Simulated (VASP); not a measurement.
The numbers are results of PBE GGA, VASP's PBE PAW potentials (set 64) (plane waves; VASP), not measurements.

The input files of a VASP run:

### POSCAR
```
Dy
1.0
  1.7950000000  -3.1090310000   0.0000000000
  1.7950000000   3.1090310000   0.0000000000
  0.0000000000   0.0000000000   5.6500000000
Dy
2
Cartesian
  1.7950000000   1.0363457394   1.4125000000
  1.7950000000  -1.0363457394   4.2375000000
```

**INCAR**
```
! general
SYSTEM  = Dy
PREC    = Accurate
ENCUT   = 520
LREAL   = .FALSE.
LASPH   = .TRUE.

! electronic loop
EDIFF   = 1E-6
NELM    = 100
ALGO    = Normal
LMAXMIX = 6

! smearing
ISMEAR  = 1
SIGMA   = 0.1

! functional
GGA     = PE

! ions
IBRION  = 2
NSW     = 60
ISIF    = 3
EDIFFG  = -0.01

! output
LWAVE   = .FALSE.
LCHARG  = .FALSE.
```

File KPOINTS:
```
Automatic mesh
0
Gamma
11 11 6
0 0 0
```

POTCAR, in this order: Dy_3 (PBE.64 set). Program: vasp_std.

The resulting files:

**OUTCAR**
```
 ion  position               nearest neighbor table
   1  0.333  0.667  0.250-   2 3.50   2 3.50   2 3.50   2 3.50   2 3.50   2 3.50
   2  0.667  0.333  0.750-   1 3.50   1 3.50   1 3.50   1 3.50   1 3.50   1 3.50
  LATTYP: Found a hexagonal cell.
 ALAT       =     3.5899998272
 C/A-ratio  =     1.5738162318
 Subroutine PRICEL returns:
 Original cell was already a primitive cell.
 Subroutine GETGRP returns: Found 24 space group operations
The static configuration has the point symmetry D_3d.
 The point group associated with its full space group is D_6h.
The dynamic configuration has the point symmetry D_3d.
 Subroutine INISYM returns: Found 24 space group operations
 Subroutine IBZKPT returns following result:
 Found     64 irreducible k-points:

 Following reciprocal coordinates:
            Coordinates               Weight
  0.000000  0.000000  0.000000      1.000000
  0.090909  0.000000  0.000000      6.000000
  0.181818 -0.000000  0.000000      6.000000
  0.272727  0.000000  0.000000      6.000000
  0.363636 -0.000000  0.000000      6.000000
  0.454545 -0.000000  0.000000      6.000000
  0.090909  0.090909  0.000000      6.000000
  0.181818  0.090909  0.000000     12.000000
  0.272727  0.090909  0.000000     12.000000
  0.363636  0.090909  0.000000     12.000000
  0.454545  0.090909  0.000000      6.000000
  0.181818  0.181818  0.000000      6.000000
  0.272727  0.181818  0.000000     12.000000
  0.363636  0.181818  0.000000     12.000000
  0.272727  0.272727  0.000000      6.000000
  0.363636  0.272727  0.000000      6.000000
  0.000000  0.000000  0.166667      2.000000
  0.090909  0.000000  0.166667     12.000000
  0.181818 -0.000000  0.166667     12.000000
  0.272727  0.000000  0.166667     12.000000
  0.363636 -0.000000  0.166667     12.000000
  0.454545 -0.000000  0.166667     12.000000
  0.090909  0.090909  0.166667     12.000000
  0.181818  0.090909  0.166667     24.000000
  0.272727  0.090909  0.166667     24.000000
  0.363636  0.090909  0.166667     24.000000
  0.454545  0.090909  0.166667     12.000000
  0.181818  0.181818  0.166667     12.000000
  0.272727  0.181818  0.166667     24.000000
  0.363636  0.181818  0.166667     24.000000
  0.272727  0.272727  0.166667     12.000000
  0.363636  0.272727  0.166667     12.000000
  0.000000  0.000000  0.333333      2.000000
  0.090909  0.000000  0.333333     12.000000
  0.181818 -0.000000  0.333333     12.000000
  0.272727  0.000000  0.333333     12.000000
  0.363636 -0.000000  0.333333     12.000000
  0.454545 -0.000000  0.333333     12.000000
  0.090909  0.090909  0.333333     12.000000
  0.181818  0.090909  0.333333     24.000000
   k-points           NKPTS =     64   k-points in BZ     NKDIM =     64   number of bands    NBANDS=     13
   number of dos      NEDOS =    301   number of ions     NIONS =      2
   total plane-waves  NPLWV =  32928
   dimension x,y,z NGX =    28 NGY =   28 NGZ =   42
   dimension x,y,z NGXF=    56 NGYF=   56 NGZF=   84
   ions per type =               2
   PREC   = accura    normal or accurate (medium, high low for compatibility)
   ISTART =      0    job   : 0-new  1-cont  2-samecut
   ICHARG =      2    charge: 1-file 2-atom 10-const
   ISPIN  =      1    spin polarized calculation?
   LNONCOLLINEAR =      F non collinear calculations
   LSORBIT =      F    spin-orbit coupling
   INIWAV =      1    electr: 0-lowe 1-rand  2-diag
   ENCUT  =  520.0 eV  38.22 Ry    6.18 a.u.   6.68  6.68 10.51*2*pi/ulx,y,z
   NELM   =    100;   NELMIN=  2; NELMDL= -5     # of ELM steps
   EDIFF  = 0.1E-05   stopping-criterion for ELM
   LREAL  =      F    real-space projection
...
```

**OSZICAR**
```
       N       E                     dE             d eps       ncg     rms          rms(c)
DAV:   1     0.514958501246E+02    0.51496E+02   -0.88047E+03  1664   0.124E+03
DAV:   2    -0.563342569960E+01   -0.57129E+02   -0.55988E+02  1689   0.315E+02
DAV:   3    -0.893374362889E+01   -0.33003E+01   -0.30606E+01  2327   0.409E+01
DAV:   4    -0.905813601312E+01   -0.12439E+00   -0.12302E+00  2196   0.877E+00
DAV:   5    -0.906178050739E+01   -0.36445E-02   -0.36413E-02  2383   0.107E+00    0.241E+01
DAV:   6    -0.906302803516E+01   -0.12475E-02   -0.23616E-02  2526   0.143E+00    0.144E+01
DAV:   7    -0.907150649440E+01   -0.84785E-02   -0.43120E-02  2496   0.197E+00    0.239E-01
DAV:   8    -0.907119157381E+01    0.31492E-03   -0.24515E-03  2124   0.412E-01    0.630E-02
DAV:   9    -0.907120472623E+01   -0.13152E-04   -0.21920E-04  2071   0.136E-01    0.315E-02
DAV:  10    -0.907119809210E+01    0.66341E-05   -0.34639E-05  2171   0.477E-02    0.381E-02
DAV:  11    -0.907119893391E+01   -0.84182E-06   -0.36056E-06  1944   0.162E-02
   1 F= -.90711989E+01 E0= -.90716630E+01  d E =-.907120E+01
       N       E                     dE             d eps       ncg     rms          rms(c)
DAV:   1    -0.908791972493E+01   -0.16722E-01   -0.39132E-01  1664   0.499E+00    0.693E-01
DAV:   2    -0.907885701079E+01    0.90627E-02   -0.20738E-02  1949   0.154E+00    0.333E-01
DAV:   3    -0.907445662192E+01    0.44004E-02   -0.70434E-03  2495   0.709E-01    0.143E-01
DAV:   4    -0.907415319370E+01    0.30343E-03   -0.11412E-03  2723   0.291E-01    0.795E-02
DAV:   5    -0.907414356372E+01    0.96300E-05   -0.57924E-05  2185   0.637E-02    0.533E-03
DAV:   6    -0.907414382998E+01   -0.26625E-06   -0.17980E-06  1558   0.120E-02
   2 F= -.90741438E+01 E0= -.90750653E+01  d E =-.294490E-02
       N       E                     dE             d eps       ncg     rms          rms(c)
DAV:   1    -0.907615602239E+01   -0.20125E-02   -0.50920E-02  1664   0.180E+00    0.259E-01
DAV:   2    -0.907496318025E+01    0.11928E-02   -0.26798E-03  1954   0.554E-01    0.117E-01
DAV:   3    -0.907438446774E+01    0.57871E-03   -0.95397E-04  2472   0.260E-01    0.464E-02
DAV:   4    -0.907434840047E+01    0.36067E-04   -0.14242E-04  2699   0.102E-01    0.275E-02
DAV:   5    -0.907434512356E+01    0.32769E-05   -0.75262E-06  1929   0.228E-02    0.183E-03
DAV:   6    -0.907434522781E+01   -0.10425E-06   -0.20526E-07   907   0.466E-03
   3 F= -.90743452E+01 E0= -.90754520E+01  d E =-.314629E-02
       N       E                     dE             d eps       ncg     rms          rms(c)
DAV:   1    -0.907864820289E+01   -0.43031E-02   -0.17155E-01  1664   0.317E+00    0.303E-01
DAV:   2    -0.907643065034E+01    0.22176E-02   -0.43205E-03  2199   0.713E-01    0.169E-01
DAV:   3    -0.907524994835E+01    0.11807E-02   -0.15266E-03  2277   0.345E-01    0.730E-02
DAV:   4    -0.907524667516E+01    0.32732E-05   -0.25259E-04  2387   0.127E-01    0.529E-02
DAV:   5    -0.907525185493E+01   -0.51798E-05   -0.12487E-05  1888   0.296E-02    0.214E-02
DAV:   6    -0.907525017399E+01    0.16809E-05   -0.14265E-06  1083   0.104E-02    0.152E-03
DAV:   7    -0.907525004902E+01    0.12497E-06   -0.21424E-07   877   0.499E-03
   4 F= -.90752500E+01 E0= -.90766431E+01  d E =-.904821E-03
       N       E                     dE             d eps       ncg     rms          rms(c)
DAV:   1    -0.907544646665E+01   -0.19629E-03   -0.82648E-03  1664   0.695E-01    0.663E-02
DAV:   2    -0.907533956440E+01    0.10690E-03   -0.20959E-04  2199   0.157E-01    0.365E-02
DAV:   3    -0.907528255657E+01    0.57008E-04   -0.73998E-05  2282   0.756E-02    0.150E-02
DAV:   4    -0.907528262743E+01   -0.70860E-07   -0.12042E-05  2200   0.278E-02    0.112E-02
DAV:   5    -0.907528343742E+01   -0.80999E-06   -0.53336E-07   882   0.666E-03
   5 F= -.90752834E+01 E0= -.90767346E+01  d E =-.938210E-03
       N       E                     dE             d eps       ncg     rms          rms(c)
DAV:   1    -0.907528501410E+01   -0.23867E-05   -0.10080E-04  1664   0.767E-02    0.733E-03
DAV:   2    -0.907528359453E+01    0.14196E-05   -0.24771E-06  1745   0.173E-02    0.402E-03
DAV:   3    -0.907528285206E+01    0.74248E-06   -0.87616E-07   852   0.917E-03
   6 F= -.90752829E+01 E0= -.90767402E+01  d E =-.937624E-03
       N       E                     dE             d eps       ncg     rms          rms(c)
DAV:   1    -0.907569395269E+01   -0.41036E-03   -0.91949E-03  1664   0.773E-01    0.123E-01
DAV:   2    -0.907544015076E+01    0.25380E-03   -0.58663E-04  1869   0.257E-01    0.528E-02
DAV:   3    -0.907531565553E+01    0.12450E-03   -0.24088E-04  2440   0.130E-01    0.167E-02
DAV:   4    -0.907531183000E+01    0.38255E-05   -0.24588E-05  2380   0.433E-02    0.113E-02
DAV:   5    -0.907531331383E+01   -0.14838E-05   -0.17027E-06  1335   0.112E-02    0.110E-03
DAV:   6    -0.907531332579E+01   -0.11966E-07   -0.67118E-08   832   0.268E-03
   7 F= -.90753133E+01 E0= -.90767054E+01  d E =-.304737E-04
```

### OUTCAR
```
------------------------ aborting loop because EDIFF is reached ----------------------------------------
  FORCE on cell =-STRESS in cart. coord.  units (eV):
  Direction    XX          YY          ZZ          XY          YZ          ZX
  --------------------------------------------------------------------------------------
  Total        0.0101374      0.0101374      0.0073144      0.0000000      0.0000000      0.0000000
  in kB        0.2545652      0.2545652      0.1836765      0.0000000      0.0000000      0.0000000
  external PRESSURE =       0.2309356 kB  Pullay stress =       0.0000000 kB
  volume of cell :       63.80
      direct lattice vectors                 reciprocal lattice vectors
     1.815037565 -3.143737074  0.000000000     0.275476392 -0.159046380  0.000000000
     1.815037565  3.143737074 -0.000000000     0.275476392  0.159046380  0.000000000
    -0.000000000  0.000000000  5.590832621     0.000000000  0.000000000  0.178864235
 POSITION                                       TOTAL-FORCE (eV/Angst)
 -----------------------------------------------------------------------------------
      1.81504      1.04791      1.39771        -0.000000      0.000000      0.000000
      1.81504     -1.04791      4.19312         0.000000     -0.000000      0.000000
 -----------------------------------------------------------------------------------
    total drift:                                0.000000      0.000103     -0.000011
  FREE ENERGIE OF THE ION-ELECTRON SYSTEM (eV)
  ---------------------------------------------------
  free  energy   TOTEN  =        -9.0753133258 eV

  energy  without entropy=       -9.0794894327  energy(sigma->0) =       -9.07670536

 reached required accuracy - stopping structural energy minimisation
```
(Selected blocks of OUTCAR.)

**CONTCAR**
```
Dy
   1.00000000000000
     1.8150375650311261   -3.1437370740246302    0.0000000000000000
     1.8150375650311261    3.1437370740246302   -0.0000000000000000
    -0.0000000000000000    0.0000000000000000    5.5908326206649219
  Dy
     2
Direct
     0.3333330000000032    0.6666669999999968    0.2500000000000000
     0.6666669999999968    0.3333330000000032    0.7500000000000000
```

File OUTCAR:
```
 val. band max:        3.0914953210   @ k =   0.4545  -0.0000   0.0000

 cond. band min:       3.1199052551   @ k =   0.2727   0.0909   0.0000


 Fermi energy:         3.1185585202

 k-point     1 :       0.0000    0.0000    0.0000
  band No.  band energies     occupation
      1     -20.5744      2.00000
      2     -20.0197      2.00000
      3     -20.0197      2.00000
      4     -19.9028      2.00000
      5     -19.9028      2.00000
      6     -19.8412      2.00000
      7      -2.0050      2.00000
      8       0.9662      2.00000
      9       4.4477     -0.00000
     10       4.8635     -0.00000
     11       4.8635     -0.00000
     12       5.3913      0.00000
     13       5.5966      0.00000

 k-point     2 :       0.0909    0.0000    0.0000
  band No.  band energies     occupation
      1     -20.5571      2.00000
      2     -20.0528      2.00000
      3     -20.0315      2.00000
      4     -19.9382      2.00000
      5     -19.9067      2.00000
      6     -19.8503      2.00000
      7      -1.8125      2.00000
      8       1.1490      2.00000
      9       4.1989     -0.00000
     10       4.4314     -0.00000
     11       5.0463     -0.00000
     12       5.3752      0.00000
     13       5.7140      0.00000

 k-point     3 :       0.1818   -0.0000    0.0000
  band No.  band energies     occupation
      1     -20.5079      2.00000
      2     -20.1417      2.00000
      3     -20.0619      2.00000
      4     -20.0302      2.00000
      5     -19.9181      2.00000
      6     -19.8774      2.00000
      7      -1.2675      2.00000
      8       1.6204      2.00000
      9       3.6084     -0.00000
     10       3.7856     -0.00000
     11       4.9209     -0.00000
     12       5.3772      0.00000
     13       5.3938      0.00000

 k-point     4 :       0.2727    0.0000    0.0000
  band No.  band energies     occupation
      1     -20.4347      2.00000
      2     -20.2587      2.00000
      3     -20.1446      2.00000
...
```

The 4f electrons are frozen in the core of the lanthanide potential, so 4f levels, which can set the real gap, and their magnetism are missing.

The compound is Dy in the hcp structure. This run relaxes it. Symmetry was kept, so distortions that lower it aren't found.
